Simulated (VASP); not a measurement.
# SiC (Moissanite 3C) (F-43m) in VASP: G0W0 quasiparticle levels with PBE

Aim: the G0W0 quasiparticle levels of SiC (Moissanite 3C) with PBE.

Program: VASP 6.6.1. These are calculated values, not measurements. Logs are shortened: lines on timing, memory, paths and dates and some standing lists are left out, and cuts for length are marked.

**Experimental background.**

“Insight into the structural, elastic and electronic properties of a new orthorhombic 6O-SiC polytype”, 2020, pmc:7200658 quotes, for a bulk crystal of SiC: band gap 2.4 eV (indirect).

How close the calculation comes is told below.

## (1) The structure

The structure is cubic, space group F-43m (No. 216). The conventional cell has a = 4.358 Å, b = 4.358 Å, c = 4.358 Å, α = 90.00°, β = 90.00°, γ = 90.00°. Around Si (site symmetry -43m) lie 4 C at 1.89 Å. C (site symmetry -43m) has 4 Si at 1.89 Å as nearest neighbours.

## (2) G0W0 quasiparticle levels, PBE

Contents of POSCAR:

```
SiC
1.0
    0.0000000000      2.1790000000      2.1790000000
    2.1790000000      0.0000000000      2.1790000000
    2.1790000000      2.1790000000      0.0000000000
Si C
1 1
Direct
    0.0000000000      0.0000000000      0.0000000000
    0.7500000000      0.7500000000      0.7500000000
```

Contents of INCAR.step1:

```
SYSTEM = SiC
PREC     = Accurate       ! precision mode
ENCUT    = 450            ! plane-wave cutoff, eV
EDIFF    = 1E-8           ! SCF threshold, eV
ISMEAR   = 0              ! smearing method
SIGMA    = 0.01           ! smearing width, eV
LREAL    = .FALSE.        ! projectors in reciprocal space
LASPH    = .TRUE.         ! aspherical terms in the spheres
NELM     = 100            ! most SCF steps
ALGO     = Normal         ! electronic algorithm
LWAVE    = .TRUE.         ! write WAVECAR
LCHARG   = .FALSE.        ! write CHGCAR
GGA      = PE             ! functional
```

Contents of INCAR.step2:

```
SYSTEM = SiC
PREC     = Accurate       ! precision mode
ENCUT    = 450            ! plane-wave cutoff, eV
EDIFF    = 1E-8           ! SCF threshold, eV
ISMEAR   = 0              ! smearing method
SIGMA    = 0.01           ! smearing width, eV
LREAL    = .FALSE.        ! projectors in reciprocal space
LASPH    = .TRUE.         ! aspherical terms in the spheres
NELM     = 1              ! most SCF steps
ALGO     = Exact          ! electronic algorithm
LWAVE    = .TRUE.         ! write WAVECAR
LCHARG   = .FALSE.        ! write CHGCAR
GGA      = PE             ! functional
NBANDS   = 117            ! bands
LOPTICS  = .TRUE.         ! frequency-dependent dielectric function
ISTART   = 1
```

Contents of INCAR.step3:

```
SYSTEM = SiC
PREC     = Accurate       ! precision mode
ENCUT    = 450            ! plane-wave cutoff, eV
EDIFF    = 1E-8           ! SCF threshold, eV
ISMEAR   = 0              ! smearing method
SIGMA    = 0.01           ! smearing width, eV
LREAL    = .FALSE.        ! projectors in reciprocal space
LASPH    = .TRUE.         ! aspherical terms in the spheres
ALGO     = EVGW0          ! electronic algorithm
LWAVE    = .FALSE.        ! write WAVECAR
LCHARG   = .FALSE.        ! write CHGCAR
GGA      = PE             ! functional
NELMGW   = 1            
NBANDS   = 117            ! bands
ENCUTGW  = 180            ! cutoff of the response function
NOMEGA   = 50             ! frequency points
PRECFOCK = Fast         
ISTART   = 1            
NBANDSGW = 12
```

Contents of KPOINTS:

```
regular mesh
0
G
  6 6 6
  0 0 0
```

Potentials or basis: VASP PAW PBE potentials, release 64 (Si_GW, C_GW).

Command:

```
cat potpaw_PBE.64/Si_GW/POTCAR potpaw_PBE.64/C_GW/POTCAR > POTCAR
cp INCAR.step1 INCAR
mpirun -np 1 vasp_std > vasp.out
cp INCAR.step2 INCAR
mpirun -np 1 vasp_std > vasp.out
cp INCAR.step3 INCAR
mpirun -np 1 vasp_std > vasp.out
```

OUTCAR:

```text
SYSTEM = SiC
   PREC = Accurate
   ENCUT = 450
   EDIFF = 1E-8
   ISMEAR = 0
   LREAL = .FALSE.
   LASPH = .TRUE.
   GGA = PE
   NELMGW = 1
   ENCUTGW = 180
   PRECFOCK = Fast
   ISTART = 1

 ion  position               nearest neighbor table
   1  0.000  0.000  0.000-   2 1.89   2 1.89   2 1.89   2 1.89
   2  0.750  0.750  0.750-   1 1.89   1 1.89   1 1.89   1 1.89

  LATTYP: Found a face centered cubic cell.
 ALAT       =     4.3580000000

  Lattice vectors:

 A1 = (   0.0000000000,   2.1790000000,   2.1790000000)
 A2 = (   2.1790000000,   0.0000000000,   2.1790000000)
 A3 = (   2.1790000000,   2.1790000000,   0.0000000000)

Analysis of symmetry for initial positions (statically):
=====================================================================
 Subroutine PRICEL returns:
 Original cell was already a primitive cell.

 Routine SETGRP: Setting up the symmetry group for a
 face centered cubic supercell.

 Subroutine GETGRP returns: Found 24 space group operations
 (whereof 24 operations were pure point group operations)
 out of a pool of 48 trial point group operations.

The static configuration has the point symmetry T_d .

Analysis of symmetry for dynamics (positions and initial velocities):
=====================================================================
 Subroutine PRICEL returns:
 Original cell was already a primitive cell.

 Routine SETGRP: Setting up the symmetry group for a
 face centered cubic supercell.

 Subroutine GETGRP returns: Found 24 space group operations
 (whereof 24 operations were pure point group operations)
 out of a pool of 48 trial point group operations.

The dynamic configuration has the point symmetry T_d .

 Subroutine INISYM returns: Found 24 space group operations
 (whereof 24 operations are pure point group operations),
 and found     1 'primitive' translations

----------------------------------------------------------------------------------------

                                     Primitive cell

  volume of cell :      20.6920

  direct lattice vectors                    reciprocal lattice vectors
     0.000000000  2.179000000  2.179000000    -0.229463056  0.229463056  0.229463056
     2.179000000  0.000000000  2.179000000     0.229463056 -0.229463056  0.229463056
     2.179000000  2.179000000  0.000000000     0.229463056  0.229463056 -0.229463056

  length of vectors
     3.081571352  3.081571352  3.081571352     0.397441672  0.397441672  0.397441672

  position of ions in fractional coordinates (direct lattice)
     0.000000000  0.000000000  0.000000000
     0.750000000  0.750000000  0.750000000

  ion indices of the primitive-cell ions
   primitive index   ion index
                 1           1
                 2           2

----------------------------------------------------------------------------------------

 KPOINTS: regular mesh

Automatic generation of k-mesh.
 Grid dimensions read from file:
 generate k-points for:    6    6    6

 Generating k-lattice:

  Cartesian coordinates                     Fractional coordinates (reciprocal lattice)
    -0.038243843  0.038243843  0.038243843     0.166666667  0.000000000  0.000000000
     0.038243843 -0.038243843  0.038243843     0.000000000  0.166666667  0.000000000
     0.038243843  0.038243843 -0.038243843     0.000000000  0.000000000  0.166666667

  Length of vectors
     0.066240279  0.066240279  0.066240279

  Shift w.r.t. Gamma in fractional coordinates (k-lattice)
     0.000000000  0.000000000  0.000000000

 Subroutine IBZKPT returns following result:
 ===========================================

 Found     16 irreducible k-points:

 Following reciprocal coordinates:
            Coordinates               Weight
  0.000000  0.000000  0.000000      1.000000
  0.166667  0.000000  0.000000      8.000000
  0.333333  0.000000  0.000000      8.000000
  0.500000  0.000000  0.000000      4.000000
  0.166667  0.166667  0.000000      6.000000
  0.333333  0.166667  0.000000     24.000000
[... 8 lines left out ...]
 -0.333333  0.333333  0.166667     24.000000
 -0.333333  0.500000  0.166667     12.000000
   k-points           NKPTS =     16   k-points in BZ     NKDIM =    216   number of bands    NBANDS=    117
   number of dos      NEDOS =    301   number of ions     NIONS =      2
   total plane-waves  NPLWV =  13824
   dimension x,y,z NGX =    24 NGY =   24 NGZ =   24
   dimension x,y,z NGXF=    48 NGYF=   48 NGZF=   48
   ions per type =               1   1
   NGX,Y,Z   is equivalent  to a cutoff of  12.95, 12.95, 12.95 a.u.
   NGXF,Y,Z  is equivalent  to a cutoff of  25.90, 25.90, 25.90 a.u.
 SYSTEM =  SiC
   PREC   = accura    normal or accurate (medium, high low for compatibility)
   ISTART =      1    job   : 0-new  1-cont  2-samecut
   ICHARG =      0    charge: 1-file 2-atom 10-const
   ISPIN  =      1    spin polarized calculation?
   LNONCOLLINEAR =      F non collinear calculations
   LSORBIT =      F    spin-orbit coupling
   LASPH  =      T    aspherical Exc in radial PAW
   ENCUT  =  450.0 eV  33.07 Ry    5.75 a.u.   5.33  5.33  5.33*2*pi/ulx,y,z
   NELM   =     60;   NELMIN=  2; NELMDL=  0     # of ELM steps
   EDIFF  = 0.1E-07   stopping-criterion for ELM
   LREAL  =      F    real-space projection
   EDIFFG = 0.1E-06   stopping-criterion for IOM
   NSW    =      0    number of steps for IOM
   IBRION =     -1    ionic relax: 0-MD 1-quasi-New 2-CG
   NFREE  =      0    steps in history (QN), initial steepest desc. (CG)
   ISIF   =      0    stress and relaxation
   ISYM   =      3    0-nonsym 1-usesym 2-fastsym
   POTIM  = 0.5000    time-step for ionic-motion
   TEBEG  =    0.0;   TEEND  =   0.0 temperature during run
   PSTRESS=    0.0 pullay stress
   NELECT =       8.0000    total number of electrons
   NUPDOWN=      -1.0000    fix difference up-down
   EMIN   =  10.00;   EMAX   =-10.00  energy-range for DOS
   EFERMI =   0.00;   METHOD = LEGACY
   ISMEAR =     0;   SIGMA  =   0.01  broadening in eV -4-tet -1-fermi 0-gaus
   EFERMI_NEDOS =   21; number of points for ismear=-14 and -15
   IALGO  =     38    algorithm
   IMIX   =      4    mixing-type and parameters
     AMIX     =   0.40;   BMIX     =  1.00
     AMIX_MAG =   1.60;   BMIX_MAG =  1.00
  volume/ion in A,a.u.               =      10.35        69.82
  Fermi-wavevector in a.u.,A,eV,Ry     =   1.192626  2.253736 19.352338  1.422357
  Thomas-Fermi vector in A             =   2.328660
   LORBIT       =      0    0 simple, 1 ext, 2 COOP (PROOUT), +10 PAW based schemes
   GGA     = PE    functional components
   LHFCALC =     T    Hartree Fock is set to
   PRECFOCK=fast      Normal, Fast or Accurate (Low or Medium for compatibility)
   ENCUT4O =  -1.0   cutoff for four orbital integrals eV
   NKREDX  =     1    reduce k-point grid by
   NKREDY  =     1    reduce k-point grid by
   NKREDZ  =     1    reduce k-point grid by
   AEXX    =    1.0000 exact exchange contribution
   HFSCREEN=    0.0000 screening length (either q_TF or 0.3 A-1)
   HFSCREENC=   0.0000 screening length for correlation (either q_TF or 0.3 A-1)
   ENCUTFOCK=  -1.0 apply spherical cutoff to Coloumb kernel
   IVDW    =     0    specifies the selected vdW correction
   LEPSILON=     F    determine dielectric tensor
   LRPA    =     F    only Hartree local field effects (RPA)
   LRPAFORCE           =     F    calculate RPA forces
   ENCUTGW             = 180.0    cutoff for response function in eV
   ENCUTGWSOFT         = 144.0    soft cutoff for Coulomb kernel in GW response function in eV
   ENCUTLF             =  -1.0    cutoff for local field effects
   NELMGW              =     1    number of iterations in solving QP/BSE equation
   NELMHF              =     1    number of iterations in the inner HF iteration
   NKREDLFX            =     1    NKREDLFY  =   1   NKREDLFZ  =   1
 non-spin polarized calculation
 Gauss-broadening in eV      SIGMA  =   0.01
  energy-cutoff  :      450.00
  volume of cell :       20.69
 maximum number of plane-waves:       464
 NGX is ok and might be reduce to    24
  NGX = 14; NGY = 14; NGZ = 14
   NGX = 11   NGY = 11   NGZ = 11
 maximum number of plane-waves:       117

 QP shifts <psi_nk| G(iteration)W_0 |psi_nk>: iteration 1
 for sc-GW calculations column KS-energies equals QP-energies in previous step
 and V_xc(KS)=  KS-energies - (<T + V_ion + V_H > + <T+V_H+V_ion>^1  + <V_x>^1)

 k-point   1 :       0.0000    0.0000    0.0000
  band No.  KS-energies  QP-energies   sigma(KS)   V_xc(KS)     V^pw_x(r,r')   Z            occupation Imag(sigma)

      1      -7.6346      -8.7754     -14.3226     -12.7379     -21.6942       0.7199       2.0000       1.3906
      2       7.7780       7.0906     -15.6807     -14.8059     -17.4262       0.7858       2.0000       0.0813
      3       7.7780       7.0906     -15.6807     -14.8059     -17.4262       0.7858       2.0000       0.0813
      4       7.7780       7.0906     -15.6807     -14.8059     -17.4262       0.7858       2.0000       0.0813
      5      14.0022      14.4418     -12.6161     -13.1814      -7.3948       0.7776       0.0000      -0.0930
      6      15.0731      15.5912     -10.8896     -11.5447      -5.7575       0.7909       0.0000      -0.0907
      7      15.0731      15.5912     -10.8896     -11.5447      -5.7575       0.7909       0.0000      -0.0907
      8      15.0731      15.5912     -10.8896     -11.5447      -5.7575       0.7909       0.0000      -0.0907
      9      22.2663      22.8540     -10.6742     -11.4256      -4.5101       0.7821       0.0000      -0.2732
     10      22.2663      22.8540     -10.6742     -11.4256      -4.5101       0.7821       0.0000      -0.2732
     11      24.2325      24.4543      -9.5065      -9.7920      -2.9122       0.7767       0.0000      -0.4312
     12      25.0365      25.2826      -9.9492     -10.2682      -2.9596       0.7716       0.0000      -0.7322

 k-point   2 :       0.1667    0.0000    0.0000
  band No.  KS-energies  QP-energies   sigma(KS)   V_xc(KS)     V^pw_x(r,r')   Z            occupation Imag(sigma)

      1      -7.0955      -8.2230     -14.3758     -12.8146     -21.5903       0.7222       2.0000       1.3016
      2       5.4030       4.5600     -14.9704     -13.8773     -17.3389       0.7712       2.0000       0.0953
      3       7.4478       6.7347     -15.5461     -14.6376     -17.3623       0.7849       2.0000       0.0810
      4       7.4478       6.7347     -15.5461     -14.6376     -17.3623       0.7849       2.0000       0.0810
      5      14.1099      14.5590     -11.6634     -12.2328      -6.5885       0.7887       0.0000      -0.0874
      6      15.5912      16.1310     -10.9929     -11.6787      -5.6876       0.7872       0.0000      -0.1011
      7      15.5912      16.1310     -10.9929     -11.6787      -5.6876       0.7872       0.0000      -0.1011
      8      16.1228      16.7103     -12.3383     -13.0992      -6.7675       0.7723       0.0000      -0.1180
      9      20.7404      21.2173     -10.2884     -10.8932      -4.3264       0.7884       0.0000      -0.2494
     10      20.7404      21.2173     -10.2884     -10.8932      -4.3264       0.7884       0.0000      -0.2494
     11      23.4317      23.5730      -9.4677      -9.6478      -2.8414       0.7848       0.0000      -0.5018
     12      26.7468      27.0997     -10.1656     -10.6222      -3.0920       0.7730       0.0000      -0.6636
[... 196 lines left out ...]
      1      -2.9852      -4.0044     -15.5571     -14.1553     -21.7325       0.7271       2.0000       0.7374
      2       0.3973      -0.5955     -13.7840     -12.4429     -17.8268       0.7403       2.0000       0.2886
      3       3.0603       2.1179     -14.1896     -12.9413     -17.2529       0.7549       2.0000       0.1402
      4       4.6548       3.7763     -14.2777     -13.1380     -16.6931       0.7708       2.0000       0.0946
      5      12.8945      13.2829     -11.3183     -11.8074      -6.6415       0.7942       0.0000      -0.0748
      6      15.6588      16.1423     -11.1415     -11.7569      -5.7585       0.7857       0.0000      -0.1092
      7      18.0819      18.7988     -12.3137     -13.2510      -6.2151       0.7648       0.0000      -0.1681
      8      19.0608      19.5708     -11.2133     -11.8711      -5.2080       0.7754       0.0000      -0.1968
      9      20.6723      21.2278     -11.3363     -12.0742      -4.3900       0.7528       0.0000      -0.3321
     10      24.2262      24.7285     -11.1670     -11.8269      -4.0008       0.7612       0.0000      -0.5228
     11      28.9173      29.4100     -11.1516     -11.8010      -3.4667       0.7586       0.0000      -0.8843
     12      29.4797      30.0248     -11.1383     -11.8494      -3.6864       0.7664       0.0000      -0.8746

 k-point  16 :      -0.3333    0.5000    0.1667
  band No.  KS-energies  QP-energies   sigma(KS)   V_xc(KS)     V^pw_x(r,r')   Z            occupation Imag(sigma)

      1      -2.4474      -3.4525     -15.8419     -14.4524     -21.9178       0.7234       2.0000       0.6689
      2       0.4830      -0.4966     -13.9915     -12.6635     -18.0520       0.7377       2.0000       0.2919
      3       3.2666       2.3180     -14.1155     -12.8642     -17.0641       0.7581       2.0000       0.1288
      4       3.3911       2.4728     -13.6967     -12.4931     -16.3930       0.7630       2.0000       0.1149
      5      11.7652      12.0863     -11.3144     -11.7166      -6.9006       0.7982       0.0000      -0.0692
      6      14.8607      15.3538     -11.0880     -11.7062      -6.0836       0.7976       0.0000      -0.0837
      7      18.5982      19.1191     -11.3135     -11.9970      -4.9205       0.7622       0.0000      -0.2292
      8      19.9798      20.6476     -12.0841     -12.9578      -5.7169       0.7643       0.0000      -0.2267
      9      21.9417      22.5714     -12.0756     -12.9281      -4.6031       0.7386       0.0000      -0.4303
     10      25.4684      25.9716     -11.1650     -11.8260      -3.7840       0.7612       0.0000      -0.6186
     11      28.9030      29.6940     -12.1831     -13.2282      -4.4953       0.7568       0.0000      -0.8160
     12      31.8579      32.3695     -11.8600     -12.5281      -4.0107       0.7657       0.0000      -1.2028
```

Wall time 3.3 min (1 thread of Intel Xeon 6975P-C (Granite Rapids), shared host); peak memory 0.42 GiB.

What came out:

```
Band gap on the k mesh, mean-field level : 1.35 eV, indirect (least direct gap 4.54 eV)
Quasiparticle gap                        : 2.21 eV
Least direct quasiparticle gap           : 5.62 eV
```

Levels at points of the mesh, in eV from the valence-band top:
| k point | band 1 | band 2 | band 3 | band 4 | band 5 | band 6 | band 7 | band 8 |
| --- | --- | --- | --- | --- | --- | --- | --- | --- |
| (0.00, 0.00, 0.00) | -15.41 | 0.00 | 0.00 | 0.00 | 6.22 | 7.30 | 7.30 | 7.30 |
| (0.50, 0.00, 0.00) | -11.85 | -8.54 | -1.05 | -1.05 | 5.42 | 7.22 | 7.22 | 10.05 |
| (0.50, 0.50, 0.00) | -10.39 | -7.80 | -3.19 | -3.19 | 1.35 | 4.31 | 14.02 | 14.02 |

Caveat: bands, screening cutoff and mesh are small and nothing is extrapolated, so the quasiparticle values aren't converged.

## (3) Comparison with measurements

Step 2. A measured gap of SiC is 2.4 eV (indirect; quoted in “Insight into the structural, elastic and electronic properties of a new orthorhombic 6O-SiC polytype”, 2020, pmc:7200658); the calculated 2.21 eV misses it by -0.19 eV. The value is that of G0W0 on PBE, without temperature or zero-point motion.
